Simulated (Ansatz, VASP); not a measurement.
# MoS2 (2H-MoS2 3 layers, 2H (AA')): VASP beside Ansatz, part 2 of 2

One calculation is typed for both programs; each brings its own data sets and cutoff. How far apart do they land?

VASP 6.6.1 and Ansatz 0.2.0.

So far: Set-up; Ansatz: single point, LDA.

### Step 3. VASP: single point, LDA

Level of this step: LDA, no spin polarisation; plane waves and PAW (S, Mo) (VASP).

The same cell, functional (in two slightly different forms), mesh and smearing now go to VASP, with its own data sets and cutoff.

Lines of VASP's logs that name or quote its potential files are left out, and so is its time.

File INCAR:

```
SYSTEM = MoS2
PREC = Normal
ENCUT = 340
EDIFF = 1E-06
NELM = 120
ISMEAR = -1
SIGMA = 0.05
LREAL = .FALSE.
ALGO = Fast
GGA = CA
NBANDS = 49
LASPH = .TRUE.
LORBIT = 11
LWAVE = .FALSE.
LCHARG = .TRUE.
IDIPOL = 3
LDIPOL = .TRUE.
DIPOL = 0.5 0.5 0.5
LVHAR = .TRUE.
LVACPOTAV = .TRUE.
LELF = .TRUE.
NEDOS = 1500
```

File POSCAR:

```
MoS2
1.0
    3.1218955530      0.0000000000      0.0000000000
   -1.5609477765      2.7036408568      0.0000000000
    0.0000000000      0.0000000000     33.7877932140
S Mo
6 3
Direct
    0.3333333333      0.6666666667      0.2749325444
    0.3333333333      0.6666666667      0.3671274950
    0.0000000000      0.0000000000      0.4538681334
    0.0000000000      0.0000000000      0.5461318666
    0.3333333333      0.6666666667      0.6328725050
    0.3333333333      0.6666666667      0.7250674556
    0.0000000000      0.0000000000      0.3209793731
    0.3333333333      0.6666666667      0.5000000000
    0.0000000000      0.0000000000      0.6790206269
```

File KPOINTS:

```
Automatic mesh
0
Gamma
12 12 1
0 0 0
```

PAW data sets: S and Mo (LDA family, release 64).

Command:

```bash
> mpirun -np 4 vasp_std
```

Numbers of over 12 decimals in the logs are rounded to 6 here.

The log of the run:

```text
[banner, memory and clock lines left out]
running    4 mpi-ranks, on    1 nodes
 distrk:  each k-point on    4 cores,    1 groups
 distr:  one band on    1 cores,    4 groups

 POSCAR found type information on POSCAR S Mo
 POSCAR found :  2 types and       9 ions
 LDA part: xc-table for (Slater(with rela. corr.)+CA(PZ))
 , standard interpolation
|                                                                             |
|           W    W    AA    RRRRR   N    N  II  N    N   GGGG   !!!           |
|           W    W   A  A   R    R  NN   N  II  NN   N  G    G  !!!           |
|           W    W  A    A  R    R  N N  N  II  N N  N  G       !!!           |
|           W WW W  AAAAAA  RRRRR   N  N N  II  N  N N  G  GGG   !            |
|           WW  WW  A    A  R   R   N   NN  II  N   NN  G    G                |
|           W    W  A    A  R    R  N    N  II  N    N   GGGG   !!!           |
|                                                                             |
|     The number of bands has been changed from the values supplied in        |
|     The orbitals not found in the WAVECAR file will be initialized with     |
|     random numbers, which is usually adequate. For correlated               |
|     calculations, however, you should redo the groundstate calculation.     |
|     I found NBANDS = 49. Now, NBANDS = 52.                                  |
|                                                                             |

 POSCAR, INCAR and KPOINTS ok, starting setup
 FFT: planning ... GRIDC
 FFT: planning ... GRID_SOFT
 FFT: planning ... GRID
 WAVECAR not read
 entering main loop
       N       E                     dE             d eps       ncg     rms          rms(c)
DAV:   1     0.251521587529E+03    0.25152E+03   -0.17043E+04  1984   0.613E+02
DAV:   2    -0.516491853751E+02   -0.30317E+03   -0.28493E+03  2560   0.170E+02
DAV:   3    -0.770359651350E+02   -0.25387E+02   -0.24819E+02  2488   0.493E+01
DAV:   4    -0.776951870100E+02   -0.65922E+00   -0.65805E+00  2568   0.893E+00
DAV:   5    -0.777144047518E+02   -0.19218E-01   -0.19211E-01  2568   0.148E+00    0.470E+01
RMM:   6    -0.743860062117E+02    0.33284E+01   -0.87759E+00  2087   0.815E+00    0.171E+01
RMM:   7    -0.738938280118E+02    0.49218E+00   -0.27463E+00  2080   0.468E+00    0.123E+01
RMM:   8    -0.733825192429E+02    0.51131E+00   -0.14579E+00  2259   0.365E+00    0.231E+00
RMM:   9    -0.733432817276E+02    0.39238E-01   -0.15049E-01  2411   0.160E+00    0.613E-01
RMM:  10    -0.733433747381E+02   -0.93010E-04   -0.23706E-02  2496   0.552E-01    0.442E-01
RMM:  11    -0.733432233931E+02    0.15134E-03   -0.37033E-03  2507   0.228E-01    0.207E-01
RMM:  12    -0.733434856259E+02   -0.26223E-03   -0.12122E-03  2635   0.116E-01    0.487E-02
RMM:  13    -0.733436356898E+02   -0.15006E-03   -0.29115E-04  2530   0.560E-02    0.195E-02
RMM:  14    -0.733438097824E+02   -0.17409E-03   -0.11201E-04  2524   0.334E-02    0.262E-02
RMM:  15    -0.733439579564E+02   -0.14817E-03   -0.39176E-05  2567   0.176E-02    0.853E-03
RMM:  16    -0.733440849192E+02   -0.12696E-03   -0.15309E-05  2509   0.102E-02    0.123E-02
RMM:  17    -0.733442195177E+02   -0.13460E-03   -0.17752E-05  2493   0.963E-03    0.703E-03
RMM:  18    -0.733442447863E+02   -0.25269E-04   -0.30421E-06  2258   0.497E-03    0.260E-03
RMM:  19    -0.733442695557E+02   -0.24769E-04   -0.15683E-06  2001   0.322E-03    0.131E-03
RMM:  20    -0.733442748349E+02   -0.52791E-05   -0.24515E-07  1720   0.149E-03    0.945E-04
RMM:  21    -0.733442819715E+02   -0.71367E-05   -0.23930E-07  1745   0.111E-03    0.100E-03
RMM:  22    -0.733442823313E+02   -0.35977E-06   -0.38397E-08  1272   0.687E-04
|                                                                             |
|           W    W    AA    RRRRR   N    N  II  N    N   GGGG   !!!           |
|           W    W   A  A   R    R  NN   N  II  NN   N  G    G  !!!           |
|           W    W  A    A  R    R  N N  N  II  N N  N  G       !!!           |
|           W WW W  AAAAAA  RRRRR   N  N N  II  N  N N  G  GGG   !            |
|           WW  WW  A    A  R   R   N   NN  II  N   NN  G    G                |
|           W    W  A    A  R    R  N    N  II  N    N   GGGG   !!!           |
|                                                                             |
|     Did not find any points to average over, which means that no vacuum     |
|     field-free region was found. Please increase the size of  your cell     |
|     in the dimension of the dipole correction to obtain accurate            |
|     workfunction values.                                                    |
|                                                                             |

   1 F= -.73344282E+02 E0= -.73344281E+02  d E =-.231222E-05
```

Parts of OUTCAR (step 3):

```text
ion  position               nearest neighbor table
   1  0.333  0.667  0.275-   7 2.38   7 2.38   7 2.38
   2  0.333  0.667  0.367-   7 2.38   7 2.38   7 2.38
   3  0.000  0.000  0.454-   8 2.38   8 2.38   8 2.38
   4  0.000  0.000  0.546-   8 2.38   8 2.38   8 2.38
   5  0.333  0.667  0.633-   9 2.38   9 2.38   9 2.38
   6  0.333  0.667  0.725-   9 2.38   9 2.38   9 2.38
   7  0.000  0.000  0.321-   1 2.38   1 2.38   1 2.38   2 2.38   2 2.38   2 2.38
   8  0.333  0.667  0.500-   3 2.38   4 2.38   3 2.38   4 2.38   3 2.38   4 2.38
   9  0.000  0.000  0.679-   6 2.38   6 2.38   6 2.38   5 2.38   5 2.38   5 2.38

  LATTYP: Found a hexagonal cell.
 ALAT       =     3.1218955530
 C/A-ratio  =    10.8228454926

 Subroutine GETGRP returns: Found 12 space group operations
 (whereof 12 operations were pure point group operations)

The static configuration has the point symmetry D_3h.

 Found     19 irreducible k-points:

   k-points           NKPTS =     19   k-points in BZ     NKDIM =     19   number of bands    NBANDS=     52

   dimension x,y,z NGX =    14 NGY =   14 NGZ =  160
   dimension x,y,z NGXF=    28 NGYF=   28 NGZF=  320

   ENCUT  =  340.0 eV  24.99 Ry    5.00 a.u.   4.69  4.69 50.80*2*pi/ulx,y,z

   NELECT =      54.0000    total number of electrons

 k-points in reciprocal lattice and weights: Automatic mesh
   0.00000000  0.00000000  0.00000000       0.007
   0.08333333 -0.00000000  0.00000000       0.042
   0.16666667  0.00000000  0.00000000       0.042
   0.25000000  0.00000000  0.00000000       0.042
   0.33333333  0.00000000  0.00000000       0.042
   0.41666667  0.00000000  0.00000000       0.042
   0.50000000  0.00000000  0.00000000       0.021
   0.08333333  0.08333333  0.00000000       0.042
   0.16666667  0.08333333  0.00000000       0.083
[...]
0.33333333  0.25000000  0.00000000       0.083
   0.33333333  0.33333333  0.00000000       0.014

 dipolmoment           0.000000      0.000000      0.000000 electrons x Angstroem

 average (electrostatic) potential at core
       1 -91.5246       2 -91.5463       3 -91.5530       4 -91.5530       5 -91.5463
       6 -91.5246       7 -43.2921       8 -43.2960       9 -43.2921

 E-fermi :   1.1976

 k-point     1 :       0.0000    0.0000    0.0000
  band No.  band energies     occupation
    ...
     23      -1.2934      2.00000
     24      -0.9204      2.00000
     25      -0.2948      2.00000
     26       0.4059      2.00000
     27       0.7483      1.99975
     28       3.0626      0.00000
     29       3.0626      0.00000
     30       3.0830      0.00000
     31       3.0830      0.00000
     32       3.1014      0.00000
    ...

 k-point     2 :       0.0833   -0.0000    0.0000
  band No.  band energies     occupation
    ...
     23      -1.0821      2.00000
     24      -0.6395      2.00000
     25      -0.2853      2.00000
     26       0.3247      2.00000
     27       0.5666      1.99999
     28       2.9353      0.00000
     29       2.9467      0.00000
     30       2.9575      0.00000
     31       3.0347      0.00000
     32       3.0655      0.00000
    ...

 k-point     3 :       0.1667    0.0000    0.0000
  band No.  band energies     occupation
    ...
     23      -1.0008      2.00000
     24      -0.6033      2.00000
     25      -0.3771      2.00000
     26      -0.0627      2.00000
     27       0.0079      2.00000
     28       2.4017      0.00000
     29       2.5485      0.00000
     30       2.7364      0.00000
     31       2.8068      0.00000
     32       2.8079      0.00000
    ...

  Total       -0.1291257     -0.1291257     -0.3223782      0.0000000      0.0000000     -0.0000000
  in kB       -0.7254307     -0.7254307     -1.8111275      0.0000000      0.0000000     -0.0000000
  external PRESSURE =      -1.0873297 kB  Pullay stress =       0.0000000 kB

  energy-cutoff  :      340.00
  volume of cell :      285.19
      direct lattice vectors                 reciprocal lattice vectors
     3.121895553  0.000000000  0.000000000     0.320318211  0.184935806  0.000000000
    -1.560947776  2.703640857  0.000000000     0.000000000  0.369871611  0.000000000
     0.000000000  0.000000000 33.787793214     0.000000000  0.000000000  0.029596488

 POSITION                                       TOTAL-FORCE (eV/Angst)
 -----------------------------------------------------------------------------------
     -0.00000      1.80243      9.28936        -0.000000     -0.000000      0.001738
     -0.00000      1.80243     12.40443         0.000000     -0.000000     -0.005214
      0.00000      0.00000     15.33520         0.000000     -0.000000      0.004737
      0.00000      0.00000     18.45259        -0.000000     -0.000000     -0.004737
     -0.00000      1.80243     21.38337         0.000000      0.000000      0.005214
     -0.00000      1.80243     24.49843        -0.000000      0.000000     -0.001738
      0.00000      0.00000     10.84518        -0.000000     -0.000000      0.006213
     -0.00000      1.80243     16.89390        -0.000000     -0.000000     -0.000000
      0.00000      0.00000     22.94261        -0.000000     -0.000000     -0.006213
 -----------------------------------------------------------------------------------
    total drift:                                0.000007     -0.000004     -0.000000

  FREE ENERGIE OF THE ION-ELECTRON SYSTEM (eV)
  ---------------------------------------------------
  free  energy   TOTEN  =       -73.3442823313 eV

  energy  without entropy=      -73.3442800191  energy(sigma->0) =      -73.34428118

 vacuum level on the upper side and lower side of the slab         6.284         6.284

 total charge
# of ion       s       p       d       tot
------------------------------------------
    1        1.363   2.339   0.000   3.702
    2        1.364   2.334   0.000   3.698
    3        1.364   2.334   0.000   3.698
    4        1.364   2.334   0.000   3.698
    5        1.364   2.334   0.000   3.698
    6        1.363   2.339   0.000   3.702
    7        0.437   0.644   4.501   5.582
    8        0.436   0.642   4.501   5.580
    9        0.437   0.644   4.501   5.582
--------------------------------------------------
tot          9.492  15.943  13.504  38.939

[... 3 further parts left out ...]
```

The data set Mo keeps the semicore shell frozen, which is cheaper and a little less accurate.

### Step 4. Side by side

Known differences besides the PAW data sets themselves: the two LDA forms differ slightly; the data sets hold 78 valence electrons in Ansatz (default PAW (the set named soft_2) files) and 54 in VASP; the cutoff is 420 eV in Ansatz and 340 eV in VASP (PREC = Normal); Ansatz makes its cores anew for this functional, VASP keeps those of its LDA data sets. Total energies have different zeros and are not compared.

Compared:

```csv
quantity,Ansatz,VASP,difference
gap on the k mesh (eV),0.970,0.991,-0.021
```

At this near-relaxed geometry the largest component of a force difference is 81 meV/Å.

### Step 5. Looking for the cause

The difference is large enough to ask for its cause, so further runs change the set-up of one program at a time, as the table lists.

```csv
run,r.m.s. force difference (meV/Å)
as above,38
"cores kept as stored, as VASP does, whose cores stay as stored",29
Ansatz's larger PAW set (cutoff 640 eV),36
norm-conserving potentials (cutoff 1088 eV),33
```

### Step 6. Outcome

| Item | Value |
| --- | --- |
| r.m.s. force difference (single point, LDA) | 38 meV/Å |

The r.m.s. force difference is 38 meV/Å (single point, LDA), beyond the 12 meV/Å picked in this series as the mark of a large difference. For single point, LDA: no further run halves the r.m.s. force difference; only Ansatz's side was varied, and Ansatz's runs with other potentials lie closer to each other than to VASP, which for this quantity points to VASP's side; this was not tested here. How closely two codes agree says nothing of how well the functional describes the real material.

[Lines on the potential files, build, host, timing and source positions are cut from VASP's logs without a mark.]

[Logs are printed without paths, hosts, clocks, repeated set-up lines and the standing remarks that a program may print on its own settings, such as how far it seeks lower states.]

[Hosts, paths, dates, database ids (printed as entryN), source tags and the programs' standing remarks are cut or masked in the printed files.]
